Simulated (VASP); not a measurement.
A convergence study with VASP on InSb (zinc blende): one setting is varied, all else stays as given below, so the limit is that of these other settings.

```yaml
crystal:
  lattice:
    - [0.00000, 3.24000, 3.24000]
    - [3.24000, 0.00000, 3.24000]
    - [3.24000, 3.24000, 0.00000]
  atoms:
    - { symbol: In, position: [0.00000, 0.00000, 0.00000] }
    - { symbol: Sb, position: [0.25000, 0.25000, 0.25000] }
```

The numbers are results of PBE GGA, VASP's PBE PAW potentials (set 64) (plane waves; VASP 6.6.1), not measurements. The tightest run used: 550 eV cut-off, 16×16×16 Γ-centred mesh, tetrahedra with Blöchl corrections, potentials In_d Sb.

The reference is 16×16×16 mesh, which took about 2 core-minutes. Times come from single runs on busy shared machines, so they are rough: good to a factor of about 2.

Task: Of the settings 3×3×3 mesh; 4×4×4 mesh; 5×5×5 mesh; 6×6×6 mesh; 7×7×7 mesh; 8×8×8 mesh; 9×9×9 mesh; 10×10×10 mesh; 11×11×11 mesh; 12×12×12 mesh; 13×13×13 mesh; 14×14×14 mesh; 15×15×15 mesh; 16×16×16 mesh, which is the lowest that keeps the difference from the reference in the stress, largest component (GPa) within 0.1 from there on, and what does it cost?

Result: 6×6×6 mesh; its cost over the reference is about 1/9.
```tsv
setting	difference in the stress, largest component (GPa)	cost over the reference
3×3×3 mesh	1.68	about 1/10
4×4×4 mesh	0.54	about 1/9
5×5×5 mesh	0.20	about 1/9
6×6×6 mesh	0.08	about 1/9
7×7×7 mesh	0.04	about 1/5
8×8×8 mesh	0.02	about 1/4
9×9×9 mesh	0.01	about 1/5
10×10×10 mesh	0.01	about 1/3
11×11×11 mesh	0.00	about 1/3
12×12×12 mesh	0.00	about 1/2
13×13×13 mesh	0.00	within a factor of 2
14×14×14 mesh	0.00	within a factor of 2
15×15×15 mesh	0.00	within a factor of 2
16×16×16 mesh	0.00	reference
```

Left out are rungs that failed or repeat a setting and relaxations that didn't move; long series are thinned to 24 rows.

The compound is InSb in the zinc blende structure. The cell was not relaxed at this level.
